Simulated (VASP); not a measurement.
Method: PW91 GGA, VASP's PBE PAW potentials (set 64) (plane waves; VASP).

A VASP calculation is set up with these files.

**INCAR**
```
! general
SYSTEM  = GdN
PREC    = Accurate
ENCUT   = 520   ! plane-wave cut-off (eV)
LREAL   = F   ! projection in real space or not
LASPH   = T   ! aspherical one-centre terms

! electronic loop
EDIFF   = 1E-7
NELM    = 100   ! most electronic steps
ALGO    = Normal
LMAXMIX = 6   ! l cut-off of mixed one-centre charges

! smearing
ISMEAR  = -5   ! tetrahedra, Bloechl

! functional
GGA     = 91   ! PW91

! ions
ISIF    = 2   ! forces and stress, cell fixed

! output
LWAVE   = F
LCHARG  = T
LORBIT  = 11
NEDOS   = 601   ! DOS grid
```

File KPOINTS:
```
Automatic mesh
0
Gamma
14 14 14
0 0 0
```

**POSCAR**
```
GdN
3.5228490
  0.0000000000   0.7071066829   0.7071066829
  0.7071066829   0.0000000000   0.7071066829
  0.7071066829   0.7071066829   0.0000000000
Gd N
1 1
Cartesian
  0.0000000000   0.0000000000   0.0000000000
  0.7071066829   0.7071066829   0.7071066829
```

POTCAR, in this order: Gd_3 N (PBE.64 set). Program: vasp_std.

Q: What will the output report for the number of irreducible k-points (NKPTS), largest plane-wave count, number of space-group operations, FFT grid (NGX, NGY, NGZ)?

A: 
The number of irreducible k-points (NKPTS) is 104 and the largest plane-wave count is 869. The number of space-group operations is 48 and the FFT grid (NGX, NGY, NGZ) is 28 × 28 × 28.

The compound is GdN in the rock salt structure. It was relaxed first. The 4f electrons are frozen in the core of the lanthanide potential, so 4f levels, which can set the real gap, and their magnetism are missing.
